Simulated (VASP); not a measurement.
# Sb2TePd4 (R-3m) in VASP: density of states with PBE

Aim: the density of states of Sb2TePd4 with PBE.

Program: VASP 6.6.1. These are calculated values, not measurements. Logs are shortened: lines on timing, memory, paths and dates and some standing lists are left out, and cuts for length are marked.

**1. The structure**

The structure is trigonal, space group R-3m (No. 166). The conventional cell has a = 4.576 Å, b = 4.576 Å, c = 24.159 Å, α = 90.00°, β = 90.00°, γ = 120.00°. Te (site symmetry -3m) has 6 Sb at 3.26 Å and 8 Pd at 3.43 to 3.61 Å as nearest neighbours. Pd (site symmetry 3m) is surrounded by 4 Sb at 2.72 to 3.05 Å and 6 Pd at 2.81 to 2.90 Å. Around Pd (site symmetry 3m) lie 3 Sb at 2.70 Å and 3 Pd at 2.81 Å. Around Sb (site symmetry 3m) lie 7 Pd at 2.70 to 3.05 Å.

The cell was built by a generator and needn't be a form met in nature.

**2. Density of states, PBE**

File POSCAR:

```
Sb2TePd4
1.0
    4.5756700000      0.0000000000      0.0000000000
   -2.2878350000      3.9626490000      0.0000000000
    0.0000000000     -2.6417630000      8.0530790000
Te Pd Sb
1 4 2
Direct
    0.0000000000      0.0000000000      0.0000000000
    0.1419300000      0.2838600000      0.4257900000
    0.8580700000      0.7161400000      0.5742100000
    0.4350200000      0.8700400000      0.3050600000
    0.5649800000      0.1299600000      0.6949400000
    0.2545700000      0.5091400000      0.7637100000
    0.7454300000      0.4908600000      0.2362900000
```

File INCAR.step1:

```
SYSTEM = Sb2TePd4
PREC = Accurate ; ENCUT = 520
EDIFF = 1E-6 ; ISMEAR = -1
SIGMA = 0.1 ; LREAL = .False.
LASPH = .True. ; NELM = 100
ALGO = Normal ; ISIF = 2
LWAVE = .False. ; LCHARG = .True.
LMAXMIX = 4 ; GGA = PE
NBANDS = 37
```

File KPOINTS.step1:

```
regular mesh
0
Gamma
  8 8 8
  0 0 0
```

File INCAR.step2:

```
SYSTEM = Sb2TePd4
PREC = Accurate ; ENCUT = 520
EDIFF = 1E-6 ; ISMEAR = -5
SIGMA = 0.1 ; LREAL = .False.
LASPH = .True. ; NELM = 100
ALGO = Normal ; ISIF = 2
LWAVE = .False. ; LCHARG = .False.
LMAXMIX = 4 ; GGA = PE
LORBIT = 10 ; NBANDS = 37
NEDOS = 2001 ; ICHARG = 11
```

File KPOINTS.step2:

```
regular mesh
0
Gamma
  12 12 12
  0 0 0
```

Potentials or basis: VASP PAW PBE potentials, release 64 (Te, Pd, Sb).

The run is started by

```bash
cat potpaw_PBE.64/Te/POTCAR potpaw_PBE.64/Pd/POTCAR potpaw_PBE.64/Sb/POTCAR > POTCAR
cp INCAR.step1 INCAR
cp KPOINTS.step1 KPOINTS
mpirun -np 1 vasp_std > vasp.out
cp INCAR.step2 INCAR
cp KPOINTS.step2 KPOINTS
mpirun -np 1 vasp_std > vasp.out
```

OUTCAR:

```text
SYSTEM = Sb2TePd4
   PREC = Accurate
   ENCUT = 520
   EDIFF = 1E-6
   ISMEAR = -5
   LREAL = .False.
   LASPH = .True.
   NELM = 100
   ISIF = 2
   GGA = PE
   LORBIT = 10
   ICHARG = 11

 ion  position               nearest neighbor table
   1  0.000  0.000  0.000-   7 3.26   6 3.26   7 3.26   6 3.26   7 3.26   6 3.26   2 3.43   3 3.43

   2  0.142  0.284  0.426-   6 2.72   4 2.81   4 2.81   4 2.81   3 2.90   3 2.90   3 2.90   7 3.05
                             7 3.05   7 3.05   5 3.42   5 3.42   5 3.42   1 3.43
   3  0.858  0.716  0.574-   7 2.72   5 2.81   5 2.81   5 2.81   2 2.90   2 2.90   2 2.90   6 3.05
                             6 3.05   6 3.05   4 3.42   4 3.42   4 3.42   1 3.43
   4  0.435  0.870  0.305-   7 2.70   7 2.70   7 2.70   2 2.81   2 2.81   2 2.81   5 3.14   3 3.42
                             3 3.42   3 3.42
   5  0.565  0.130  0.695-   6 2.70   6 2.70   6 2.70   3 2.81   3 2.81   3 2.81   4 3.14   2 3.42
                             2 3.42   2 3.42
   6  0.255  0.509  0.764-   5 2.70   5 2.70   5 2.70   2 2.72   3 3.05   3 3.05   3 3.05   1 3.26
                             1 3.26   1 3.26
   7  0.745  0.491  0.236-   4 2.70   4 2.70   4 2.70   3 2.72   2 3.05   2 3.05   2 3.05   1 3.26
                             1 3.26   1 3.26

  LATTYP: Found a trigonal (rhomboedric) cell.
 ALAT       =     8.4753166978
 COS(alpha) =     0.8542636494

  Lattice vectors:

 A1 = (   0.0000000000,  -2.6417630000,   8.0530790000)
 A2 = (   2.2878350000,   1.3208860000,   8.0530790000)
 A3 = (  -2.2878350000,   1.3208860000,   8.0530790000)

Analysis of symmetry for initial positions (statically):
=====================================================================
 Subroutine PRICEL returns:
 Original cell was already a primitive cell.

 Routine SETGRP: Setting up the symmetry group for a
 trigonal (rhombohedral) supercell.

 Subroutine GETGRP returns: Found 12 space group operations
 (whereof 12 operations were pure point group operations)
 out of a pool of 12 trial point group operations.

The static configuration has the point symmetry D_3d.

Analysis of symmetry for dynamics (positions and initial velocities):
=====================================================================
 Subroutine PRICEL returns:
 Original cell was already a primitive cell.

 Routine SETGRP: Setting up the symmetry group for a
 trigonal (rhombohedral) supercell.

 Subroutine GETGRP returns: Found 12 space group operations
 (whereof 12 operations were pure point group operations)
 out of a pool of 12 trial point group operations.

The dynamic configuration has the point symmetry D_3d.

 Subroutine INISYM returns: Found 12 space group operations
 (whereof 12 operations are pure point group operations),
 and found     1 'primitive' translations

----------------------------------------------------------------------------------------

                                     Primitive cell

  volume of cell :     146.0166

  direct lattice vectors                    reciprocal lattice vectors
     4.575670000  0.000000000  0.000000000     0.218547229  0.126178221  0.041391989
    -2.287835000  3.962649000  0.000000000     0.000000000  0.252356441  0.082783977
     0.000000000 -2.641763000  8.053079000     0.000000000  0.000000000  0.124176107

  length of vectors
     4.575670000  4.575672200  8.475316698     0.255728629  0.265587952  0.124176107

  position of ions in fractional coordinates (direct lattice)
     0.000000000  0.000000000  0.000000000
     0.141930000  0.283860000  0.425790000
     0.858070000  0.716140000  0.574210000
     0.435020000  0.870040000  0.305060000
     0.564980000  0.129960000  0.694940000
     0.254570000  0.509140000  0.763710000
     0.745430000  0.490860000  0.236290000

  ion indices of the primitive-cell ions
   primitive index   ion index
                 1           1
                 2           2
                 3           3
                 4           4
                 5           5
                 6           6
                 7           7

----------------------------------------------------------------------------------------

 KPOINTS: regular mesh

Automatic generation of k-mesh.
 Grid dimensions read from file:
 generate k-points for:   12   12   12

 Generating k-lattice:

  Cartesian coordinates                     Fractional coordinates (reciprocal lattice)
     0.018212269  0.010514852  0.003449332     0.083333333  0.000000000 -0.000000000
     0.000000000  0.021029703  0.006898665     0.000000000  0.083333333 -0.000000000
     0.000000000  0.000000000  0.010348009     0.000000000  0.000000000  0.083333333

  Length of vectors
     0.021310719  0.022132329  0.010348009

  Shift w.r.t. Gamma in fractional coordinates (k-lattice)
     0.000000000  0.000000000  0.000000000

 TETIRR: Found   2570 inequivalent tetrahedra from    10368

 Subroutine IBZKPT returns following result:
 ===========================================

 Found    189 irreducible k-points:

 Following reciprocal coordinates:
            Coordinates               Weight
  0.000000  0.000000  0.000000      1.000000
  0.083333  0.000000 -0.000000      6.000000
  0.166667  0.000000 -0.000000      6.000000
  0.250000  0.000000 -0.000000      6.000000
  0.333333  0.000000 -0.000000      6.000000
  0.416667  0.000000 -0.000000      6.000000
[... 16 lines left out ...]
  0.333333  0.166667 -0.000000     12.000000
  0.416667  0.166667  0.000000     12.000000
 [... further k-points ...]
   k-points           NKPTS =    189   k-points in BZ     NKDIM =    189   number of bands    NBANDS=     37
   number of dos      NEDOS =   2001   number of ions     NIONS =      7
   total plane-waves  NPLWV =  82944
   dimension x,y,z NGX =    36 NGY =   36 NGZ =   64
   dimension x,y,z NGXF=    72 NGYF=   72 NGZF=  128
   ions per type =               1   4   2
   NGX,Y,Z   is equivalent  to a cutoff of  13.08, 13.08, 12.55 a.u.
   NGXF,Y,Z  is equivalent  to a cutoff of  26.16, 26.16, 25.11 a.u.
 SYSTEM =  Sb2TePd4
   PREC   = accura    normal or accurate (medium, high low for compatibility)
   ISTART =      0    job   : 0-new  1-cont  2-samecut
   ICHARG =     11    charge: 1-file 2-atom 10-const
   ISPIN  =      1    spin polarized calculation?
   LNONCOLLINEAR =      F non collinear calculations
   LSORBIT =      F    spin-orbit coupling
   LASPH  =      T    aspherical Exc in radial PAW
   ENCUT  =  520.0 eV  38.22 Ry    6.18 a.u.   8.51  8.51 15.76*2*pi/ulx,y,z
   NELM   =    100;   NELMIN=  2; NELMDL=  0     # of ELM steps
   EDIFF  = 0.1E-05   stopping-criterion for ELM
   LREAL  =      F    real-space projection
[... 7 lines left out ...]
   TEBEG  =    0.0;   TEEND  =   0.0 temperature during run
   PSTRESS=    0.0 pullay stress
   NELECT =      56.0000    total number of electrons
   NUPDOWN=      -1.0000    fix difference up-down
   EMIN   =  10.00;   EMAX   =-10.00  energy-range for DOS
   EFERMI =   0.00;   METHOD = LEGACY
   ISMEAR =    -5;   SIGMA  =   0.10  broadening in eV -4-tet -1-fermi 0-gaus
   EFERMI_NEDOS =   21; number of points for ismear=-14 and -15
   IALGO  =     38    algorithm
   IMIX   =      4    mixing-type and parameters
     AMIX     =   0.40;   BMIX     =  1.00
     AMIX_MAG =   1.60;   BMIX_MAG =  1.00
  volume/ion in A,a.u.               =      20.86       140.77
  Fermi-wavevector in a.u.,A,eV,Ry     =   1.189424  2.247686 19.248568  1.414730
  Thomas-Fermi vector in A             =   2.325532
   LORBIT       =     10    0 simple, 1 ext, 2 COOP (PROOUT), +10 PAW based schemes
   GGA     = PE    functional components
   LHFCALC =     F    Hartree Fock is set to
   AEXX    =    0.0000 exact exchange contribution
   IVDW    =     0    specifies the selected vdW correction
   LEPSILON=     F    determine dielectric tensor
   LRPA    =     F    only Hartree local field effects (RPA)
 non-spin polarized calculation
 Fermi weights with tetrahedron method with Bloechl corrections
  energy-cutoff  :      520.00
  volume of cell :      146.02
 maximum number of plane-waves:      3976
 NGX is ok and might be reduce to    36

 number of electron      56.0000000 magnetization

 Free energy of the ion-electron system (eV)
  ---------------------------------------------------
  ext. energy  EPLUGINS =         0.00000000
  ---------------------------------------------------
  free energy    TOTEN  =       -33.49062443 eV

  energy without entropy =      -33.49062443  energy(sigma->0) =      -33.49062443

 E-fermi :   8.4980     XC(G=0): -11.1942

 val. band max:        8.5922793136   @ k =   0.5000   0.2500  -0.0000
 cond. band min:       8.4314229115   @ k =  -0.3333   0.0000   0.0833
 fundamental gap:     -0.1608564021
 Fermi energy:         8.4980379821

 k-point     1 :       0.0000    0.0000    0.0000
  band No.  band energies     occupation
      1      -3.9887      2.00000
      2      -1.7755      2.00000
      3      -0.7415      2.00000
      4       3.6543      2.00000
      5       3.6543      2.00000
      6       4.0780      2.00000
[... 29 lines left out ...]
     36      13.1524      0.00000
     37      13.1524      0.00000

 k-point     2 :       0.0833    0.0000   -0.0000
  band No.  band energies     occupation
      1      -3.9400      2.00000
      2      -1.7425      2.00000
      3      -0.7416      2.00000
      4       3.5542      2.00000
      5       3.6796      2.00000
      6       3.8911      2.00000
[... 29 lines left out ...]
     36      13.0870      0.00000
     37      13.4384      0.00000
[... 838 lines left out ...]
     36      14.0255      0.00000
     37      14.4014      0.00000

 k-point    24 :       0.4167    0.1667    0.0000
  band No.  band energies     occupation
      1      -2.8432      2.00000
      2      -1.3871      2.00000
      3      -1.1343      2.00000
      4       2.9539      2.00000
      5       3.3858      2.00000
      6       3.4894      2.00000
[... 29 lines left out ...]
     36      13.9425      0.00000
     37      14.9698      0.00000

 [... further k-points ...]
[... 5 lines left out ...]
  --------------------------------------------------------------------------------------
  -------------------------------------------------------------------------------------
  Total       -0.4665630     -0.4665636     -1.9840112      0.0000000     -0.0000007      0.0000000
  in kB       -5.1193948     -5.1194014    -21.7697003      0.0000000     -0.0000081      0.0000000
  external PRESSURE =     -10.6694988 kB  Pullay stress =       0.0000000 kB

 VOLUME and BASIS-vectors are now :
 -----------------------------------------------------------------------------
  energy-cutoff  :      520.00
  volume of cell :      146.02
      direct lattice vectors                 reciprocal lattice vectors
     4.575670000  0.000000000  0.000000000     0.218547229  0.126178221  0.041391989
    -2.287835000  3.962649000  0.000000000     0.000000000  0.252356441  0.082783977
     0.000000000 -2.641763000  8.053079000     0.000000000  0.000000000  0.124176107

 POSITION                                       TOTAL-FORCE (eV/Angst)
 -----------------------------------------------------------------------------------
      0.00000      0.00000      0.00000         0.000000      0.000000      0.000000
      0.00000      0.00000      3.42892         0.000000      0.000000      0.024302
      2.28783      1.32088      4.62416        -0.000000     -0.000000     -0.024302
      0.00000      2.64177      2.45667        -0.000000      0.000000      0.493264
      2.28783     -1.32088      5.59641         0.000000     -0.000000     -0.493264
      0.00000      0.00000      6.15022         0.000000     -0.000000     -0.636699
      2.28783      1.32088      1.90286         0.000000      0.000000      0.636699
 -----------------------------------------------------------------------------------
    total drift:                                0.000000      0.000000     -0.000000

  FREE ENERGIE OF THE ION-ELECTRON SYSTEM (eV)
  ---------------------------------------------------
  free  energy   TOTEN  =       -33.4906244278 eV

  energy  without entropy=      -33.4906244278  energy(sigma->0) =      -33.49062443

 total charge

# of ion       s       p       d       tot
------------------------------------------
    1        1.446   1.775   0.041   3.262
    2        0.400   0.363   8.576   9.339
    3        0.400   0.363   8.576   9.339
    4        0.412   0.365   8.639   9.416
    5        0.412   0.365   8.639   9.416
    6        1.183   1.099   0.069   2.351
    7        1.183   1.099   0.069   2.351
--------------------------------------------------
tot          5.435   5.430  34.608  45.473
```

It took 6.4 min on 1 thread of Intel Xeon 6975P-C (Granite Rapids), shared host; peak memory 0.92 GiB.

Results:

```
Valence electrons inside the program's atomic spheres : Te 3.26; Pd 9.34, 9.42; Sb 2.35
```

States per cell in windows of 1 eV (zero at the Fermi level; states under -8 eV left out):
| from (eV) | total | Pd4_d | Pd5_d | Pd2_d | Pd3_d | Te1_p | Sb6_p |
| --- | --- | --- | --- | --- | --- | --- | --- |
| -8.0 | 0.00 | 0.00 | 0.00 | 0.00 | 0.00 | 0.00 | 0.00 |
| -7.0 | 0.00 | 0.00 | 0.00 | 0.00 | 0.00 | 0.00 | 0.00 |
| -6.0 | 3.06 | 0.18 | 0.18 | 0.16 | 0.16 | 0.21 | 0.19 |
| -5.0 | 6.24 | 0.74 | 0.74 | 0.60 | 0.60 | 0.30 | 0.35 |
| -4.0 | 11.93 | 2.02 | 2.02 | 2.33 | 2.33 | 0.20 | 0.21 |
| -3.0 | 9.56 | 2.18 | 2.18 | 1.39 | 1.39 | 0.24 | 0.12 |
| -2.0 | 14.42 | 2.75 | 2.75 | 3.34 | 3.34 | 0.36 | 0.09 |
| -1.0 | 4.68 | 0.70 | 0.70 | 0.60 | 0.60 | 0.43 | 0.13 |
| 0.0 | 3.43 | 0.27 | 0.27 | 0.32 | 0.32 | 0.31 | 0.20 |
| 1.0 | 3.86 | 0.21 | 0.21 | 0.27 | 0.27 | 0.50 | 0.31 |
| 2.0 | 1.55 | 0.06 | 0.06 | 0.07 | 0.07 | 0.16 | 0.11 |
| 3.0 | 1.80 | 0.05 | 0.05 | 0.06 | 0.06 | 0.05 | 0.09 |
| 4.0 | 3.58 | 0.15 | 0.15 | 0.12 | 0.12 | 0.12 | 0.20 |
| 5.0 | 2.67 | 0.10 | 0.10 | 0.06 | 0.06 | 0.07 | 0.16 |
| 6.0 | 1.16 | 0.04 | 0.04 | 0.02 | 0.02 | 0.03 | 0.07 |
| 7.0 | 0.00 | 0.00 | 0.00 | 0.00 | 0.00 | 0.00 | 0.00 |

Caveat: tetrahedron occupations give inexact forces and stress in metals.
